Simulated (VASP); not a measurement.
An input for Quantum ESPRESSO's pw.x (written as the equivalent of a VASP run, and not itself run):

```
&CONTROL
  calculation = 'vc-relax'
  pseudo_dir = './pseudo'
  outdir = './out'
  tprnfor = .true.
  tstress = .true.
  nstep = 40
  forc_conv_thr = 0.00078
/
&SYSTEM
  ibrav = 0
  nat = 4
  ntyp = 2
  ecutwfc = 84
  occupations = 'smearing'
  smearing = 'gaussian'
  degauss = 0.003675
  input_dft = 'pz'
/
&ELECTRONS
  conv_thr = 7.3e-08
  electron_maxstep = 100
/
&IONS
/
&CELL
  press = 200
/
ATOMIC_SPECIES
  Al 26.982 Al.upf
  N 14.007 N.upf
CELL_PARAMETERS angstrom
     1.5081383   -2.6121722    0.0000000
     1.5081383    2.6121722    0.0000000
    -0.0000000   -0.0000000    4.7913493
ATOMIC_POSITIONS crystal
  Al   0.6666670  0.3333330  0.4988968
  Al   0.3333330  0.6666670  0.9988968
  N    0.6666670  0.3333330  0.8831032
  N    0.3333330  0.6666670  0.3831032
K_POINTS automatic
  8 8 5 0 0 0
```

Q: Translate this input to VASP (INCAR, KPOINTS, POSCAR, choice of POTCAR).

A: This is not unique; one that fits is 
### INCAR
```
PSTRESS=200   # kbar
NSW=40   # most ionic steps
PREC=Accurate
ISMEAR=0   # Gaussian
IBRION=2   # conjugate gradients
LASPH=.True.   # aspherical one-centre terms
ISIF=3   # ions, shape and volume
LCHARG=.False.
SIGMA=0.05   # width (eV)
ENCUT=620   # plane-wave cut-off (eV)
SYSTEM=AlN
ALGO=Normal   # blocked Davidson
EDIFF=1E-6   # SCF stop (eV)
LWAVE=.False.
NELM=100
LREAL=.False.
EDIFFG=-0.02   # ionic stop
```

POSCAR:
```
AlN
1
    1.5081383451    -2.6121722305     0.0000000000
    1.5081383451     2.6121722305     0.0000000000
   -0.0000000000    -0.0000000000     4.7913493089
Al N
2 2
Direct
  0.6666670000   0.3333330000   0.4988967585
  0.3333330000   0.6666670000   0.9988967585
  0.6666670000   0.3333330000   0.8831032415
  0.3333330000   0.6666670000   0.3831032415
```

KPOINTS:
```
Automatic mesh
0
Gamma
8 8 5
0 0 0
```

POTCAR, in this order: Al N (LDA.64 set). Program: vasp_std.

What does not carry over: the potentials are each code's own (VASP's PAW set, PseudoDojo norm-conserving files in pw.x), so ENCUT and ecutwfc are chosen apart and not converted; conv_thr bounds pw.x's estimated SCF error, while EDIFF bounds the energy change between steps; forc_conv_thr acts on force components and is met together with etot_conv_thr.

The compound is AlN in the wurtzite structure. It was relaxed first under an external pressure of 20 GPa.
